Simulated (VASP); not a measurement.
Data:

```cif
data_Ba4F8
_chemical_formula_sum 'Ba4 F8'
_space_group_name_H-M_alt 'Fm-3m'
_space_group_IT_number 225
_space_group_name_Hall '-F 4 2 3'
_cell_length_a 6.21757
_cell_length_b 6.21757
_cell_length_c 6.21757
_cell_angle_alpha 90.000
_cell_angle_beta 90.000
_cell_angle_gamma 90.000
loop_
_atom_site_label
_atom_site_type_symbol
_atom_site_symmetry_multiplicity
_atom_site_Wyckoff_symbol
_atom_site_fract_x
_atom_site_fract_y
_atom_site_fract_z
_atom_site_occupancy
Ba1 Ba 4 a 0.00000 0.00000 0.00000 1
F1 F 8 c 0.25000 0.25000 0.25000 1
```
(The calculation used a cell of 3 atoms; values per cell refer to that cell.)

These are SCAN meta-GGA, VASP's PBE PAW potentials (set 64) (plane waves; VASP) values and carry that method's errors. Numerical set-up: 520 eV cut-off, 6×6×6 Γ-centred mesh, Gaussian smearing of 0.050 eV, potentials Ba_sv F.

Problem. Give the energy at these volumes per atom, relative to the lowest: 18.76, 19.36, 19.95, 20.55, 21.15 Å³.

Solution. 17.4, 4.5, 0.0, 2.4, 10.7 meV/atom. A third-order Birch-Murnaghan fit gives B0 = 61.0 GPa and B0′ = 4.8.

Measured: bulk modulus 57.0 GPa (computed value off by +7.1 %), as given by On the Morphology of Group II Metal Fluoride Nanocrystals at Finite Temperature and Partial Pressure of HF, PMC6154342. The calculation is for a static lattice, while the measured bulk modulus holds thermal and zero-point effects, which are part of the difference.

The compound is BaF2 in the fluorite structure. It was relaxed first.
